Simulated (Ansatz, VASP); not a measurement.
# SrBe3: VASP beside Ansatz, part 2 of 2

Aim: how closely do two programs agree when they are given the same cell, functional and k mesh? The cell is generated by rule, not measured, and may not be a known phase. The cell is taken from a series of runs on this material, whose earlier steps may have relaxed, scaled, displaced or heated it; both programs get it as it stands.

VASP 6.6.1 and Ansatz 0.2.0.

So far: The starting structure; VASP: zone-centre phonons, PBEsol.

The structure was built from a prototype and need not be the compound's stable phase.

### Step 3. Ansatz: zone-centre phonons, PBEsol

Level of this step: Ansatz beside VASP: Kohn-Sham DFT, plane waves, PBEsol (Ansatz).

Ansatz runs on norm-conserving files, of PseudoDojo where its log says so.

The same cell, functional, mesh and smearing now go to Ansatz, which takes its cutoff from its data sets.

The input, input.yaml:

```yaml
crystal:
  lattice:
    - [4.1890090279, 0.0, 0.0]
    - [0.0, 4.1890090279, 0.0]
    - [0.0, 0.0, 4.1890090279]
  atoms:
    - { symbol: Be, position: [0.0, 0.5, 0.5] }
    - { symbol: Be, position: [0.5, 0.5, 0.0] }
    - { symbol: Be, position: [0.5, 0.0, 0.5] }
    - { symbol: Sr, position: [0.0, 0.0, 0.0] }
kpoints:
  mp_grid: { grid: [10, 10, 10] }
hamiltonian:
  xc: pbesol
  pseudopotentials: { kind: nc }
scf:
  occupations: { method: methfessel_paxton, width: 0.15 }
output:
  eigenvalues: true
phonons:
  method: dfpt
```

Launch:

```bash
$ ansatz run input.yaml --threads 4 --pin off --max-ram 7168MiB --backend cpu --events-out ev --progress --plain --runs-dir out
```

Numbers of over 12 decimals in the logs are rounded to 6 here.

What it wrote:

```text
zone centre: on kpoints.mp_grid the ground state, and the responses unless they are solved on pairs of k-points, stand on 216 of the mesh's 1000 k-points, reduced under 8 symmetry operations, with k and −k counted as one. Each operation leaves every solved displacement unchanged or reverses it
Engine: ansatz 0.2.0, aarch64-unknown-linux-gnu
Pseudopotentials: kind: nc
Pseudopotential: Be, nc, valence charge 4, recommended cutoff 1197.300995 eV (normal), Be.nc.azcp (PseudoDojo's, or run here from an input of PseudoDojo's: the run reads no file of this project's for it)
Pseudopotential: Sr, nc, valence charge 10, recommended cutoff 925.187132 eV (normal), Sr.nc.azcp (PseudoDojo's, or run here from an input of PseudoDojo's: the run reads no file of this project's for it)
Functional definition: PBEsol
  exchange = pbesol_x
  correlation = pbesol_c
Crystal: 4 atoms, lattice volume = 73.508 Å³
Basis set: ecut = 1197.300995 eV, 6931 PW (Γ), exchange–correlation on 96×96×96 points (8 copies of the dense FFT grid, shifted against one another)
Bands: 15, of which v1, the nominal top of the filled ones, is band 11 counted from 1 (10 counted from 0)
Symmetry: 48 space group operations
k-points: 216 of 1000 (irreducible under 8 space group operations)
Non-local potential: Be, projectors of the file, l = 0: 2, l = 1: 2
Non-local potential: Sr, projectors of the file, l = 0: 2, l = 1: 2, l = 2: 2
Initial density: superposition of atomic densities (chi_scale 0.1, normalization cell, long waves kept (reshape's long-wave potential 0.00 eV rms))
Initial wavefunctions: pseudopotential atomic-orbital guess
Functional: x = pbesol(κ = 0.804, μ = 0.123457), c = pbesol(β = 0.046)
SCF iter   1: F=—  HF=-2059.908667 eV  |F-HF|=—  |Δ(HF+E_count)|=         —  Δρ=2.86e-2  dr2=7.30e-1  ethr=3.10e-3  ⟨swp⟩=6.2  Hψ=20955  notcnv=0
preconditioner: auto → Kerker (q_TF=auto, 2.231 Å⁻¹)  [metal: Δε(μ)=0.009 eV  Ē_g=4.249 eV  σ=0.150 eV  W_gap=0.05  n_scr=18 (ndim 8)  ℏωp=12.2 eV  f_vac=0.000  D(μ)=3.92/eV (n_scr^D=32)]
SCF iter   2: F=—  HF=-2059.739565 eV  |F-HF|=—  |Δ(HF+E_count)|=   1.69e-1  S|Δr|=    0.00e0  Δρ=1.53e-2  dr2=2.86e-1  ethr=3.10e-3  ⟨swp⟩=1.3  Hψ=5047  notcnv=0
SCF iter   3: F=—  HF=-2059.632808 eV  |F-HF|=—  |Δ(HF+E_count)|=   1.07e-1  S|Δr|=    0.00e0  Δρ=2.74e-3  dr2=2.23e-3  ethr=1.30e-3  ⟨swp⟩=3.1  Hψ=5571  notcnv=0
SCF iter   4: F=—  HF=-2059.633001 eV  |F-HF|=—  |Δ(HF+E_count)|=   1.92e-4  S|Δr|=    0.00e0  Δρ=3.83e-4  dr2=8.52e-5  ethr=1.01e-5  ⟨swp⟩=2.1  Hψ=4949  notcnv=0
SCF iter   5: F=—  HF=-2059.633008 eV  |F-HF|=—  |Δ(HF+E_count)|=   7.55e-6  S|Δr|=    0.00e0  Δρ=9.27e-5  dr2=6.20e-6  ethr=3.87e-7  ⟨swp⟩=2.2  Hψ=4944  notcnv=0
SCF iter   6: F=—  HF=-2059.633015 eV  |F-HF|=—  |Δ(HF+E_count)|=   7.03e-6  S|Δr|=    0.00e0  Δρ=1.34e-5  dr2=8.18e-8  ethr=2.82e-8  ⟨swp⟩=1.1  Hψ=3316  notcnv=0
SCF iter   7: F=—  HF=-2059.633102 eV  |F-HF|=—  |Δ(HF+E_count)|=   8.66e-5  S|Δr|=    0.00e0  Δρ=2.49e-6  dr2=3.75e-9  ethr=3.72e-10  ⟨swp⟩=2.1  Hψ=5079  notcnv=0
SCF iter   8: F=—  HF=-2059.633102 eV  |F-HF|=—  |Δ(HF+E_count)|=  4.89e-10  S|Δr|=    0.00e0  Δρ=3.86e-7  dr2=9.12e-11  ethr=1.70e-11  ⟨swp⟩=2.6  Hψ=5538  notcnv=0
SCF iter   9: F=-2059.633102 eV  HF=-2059.633102 eV  |F-HF|=1.36e-12  |Δ(HF+E_count)|=  4.09e-12  S|Δr|=    0.00e0  Δρ=8.39e-8  dr2=4.32e-12  ethr=1.00e-12  ⟨swp⟩=8.4  Hψ=19590  notcnv=0
the search or the solves at the SCF's close seem to have found levels that the self-consistency loop had missed (the run counts 2). By its estimate they hold under 1e-12 electrons; where the run keeps them, the occupations were computed again with them
SCF 1 converged in 9 iterations: F = -2059.633102 eV  dr2 = 4.32e-12
DFPT response loops at Γ: preconditioner auto → Kerker (q_TF=auto, 2.231 Å⁻¹) (partly filled bands, converged f_vac=0.000); β = 1.00, the filter's whole step (`scf.mixing.beta` (0.50) is not read by the response loops under this deck's `scf.mixing.preconditioner`; to damp them name `kerker` or `kerker_dos`, under which they read `scf.mixing.beta`, and type it under 1.00, their step now; both keys bind the ground state too); Broyden in place of MSR1
SCF converged after 9 iterations
Stability not checked: this state was not tested for a lower state beside it, because cold or Methfessel-Paxton smearing, or corrected tetrahedra, fill the levels in a way that the test cannot read (fill_not_monotonic; see scf.lower_state_search)
Free energy (F): -2059.633102 eV
Harris-Foulkes:  -2059.633102 eV  (|F-HF|=1.36e-12)
Internal energy: -2059.634117 eV  (E = F + TS)
E sigma→0 (E₀):  -2059.633355 eV
Entropy (-TS):   0.001015 eV (0.254 meV/atom)
Fermi energy:    5.807480 eV
--- Per-component energies (eV) ---
  E_band       = -655.727799
  E_kinetic    = 951.273796
  E_local      = -1187.483117  (includes V_loc(G=0)·N_el)
  E_nonlocal   = -693.849093
  E_hartree    = 343.516186
  E_xc         = -414.953526
  E_vxc        = -412.701749  (∫ρ·V_xc dr)
  E_ewald      = -1058.138362
  E_smearing   = 0.001015  (= −TS)
  E_closure    = 0.000000  (closes the sum)
  Σ components = -2059.633102   (vs F -2059.633102, Δ=0.00e0)
--- Band table (eV; the first three rows and the last of 216) ---
  k-point 0: bands = [... 7 lower, -0.5106, 5.5304, 5.5304, 6.1760, 6.1760, 6.1760, 10.5904, 10.5904]
  k-point 1: bands = [... 7 lower, -0.4149, 4.9729, 5.5709, 6.1585, 6.1585, 6.6632, 9.8396, 9.8396]
  k-point 2: bands = [... 7 lower, -0.1359, 4.1168, 5.6863, 6.1006, 6.1006, 7.3996, 9.2612, 9.2612]
  k-point 215: bands = [... 7 lower, 3.8022, 3.8022, 3.8022, 3.8560, 5.6287, 5.6287, 5.6287, 11.5379]
--- Phonons (Γ-DFPT): 3 representative perturbations + reference, on 216 of 1000 k-points (Σ response iterations 11) ---
  k mesh reduced under 8 symmetry operations, with k and −k counted as one. Each operation leaves every solved displacement unchanged or reverses it
  ASR residual: 2.734e-5 → 0.000e0 eV/Å²; symmetrization residual: 1.511e-6 eV/Å²
  ASR residual per site (eV/Å²): 2.73e-5 2.73e-5 2.73e-5 3.21e-6
  Γ frequencies (cm⁻¹): -311.38 -311.38 -311.38 0.00 0.00 0.00 301.90 301.90 301.90 327.50 327.50 327.50
  non-analytic LO–TO correction: not included (Born effective charges unavailable; polar crystals: no LO–TO splitting at Γ)
```

### Step 4. Differences

Known differences besides the potentials themselves: the data sets hold 22 valence electrons in Ansatz (on norm-conserving files, of PseudoDojo where its log says so) and 16 in VASP; the cutoff is 1197.3 eV in Ansatz and 600 eV in VASP. Total energies have different zeros and are not compared.

The two programs side by side:

```csv
quantity,Ansatz,VASP,difference
"optical mode 1 to 3 (imaginary, printed as negative) (cm⁻¹)",-311.4,-310.5,-0.9
optical mode 4 to 6 (cm⁻¹),301.9,303.0,-0.36 %
optical mode 7 to 9 (cm⁻¹),327.5,328.4,-0.26 %
```

Modes are paired by rising frequency, not by their patterns, so a pair may set unlike modes beside each other; they are those without the splitting of longitudinal modes.

### Step 5. Results

```
r.m.s. difference of the optical zone-centre modes, each program's sorted by frequency (zone-centre phonons, PBEsol) : 0.97 cm⁻¹
```

**Reading.** The r.m.s. difference of the optical zone-centre modes, each program's sorted by frequency is 0.97 cm⁻¹ (zone-centre phonons, PBEsol). The data sets hold unlike numbers of valence electrons (22 in Ansatz and 16 in VASP), so part of the differences comes from the potentials. How closely two codes agree says nothing of how well the functional describes the real material.

[Lines on the potential files, build, host, timing and source positions are cut from VASP's logs without a mark.]

[Logs are printed without paths, hosts, clocks, repeated set-up lines and the standing remarks that a program may print on its own settings, such as how far it seeks lower states.]

[Hosts, paths, dates, database ids (printed as entryN), source tags and the programs' standing remarks are cut or masked in the printed files.]
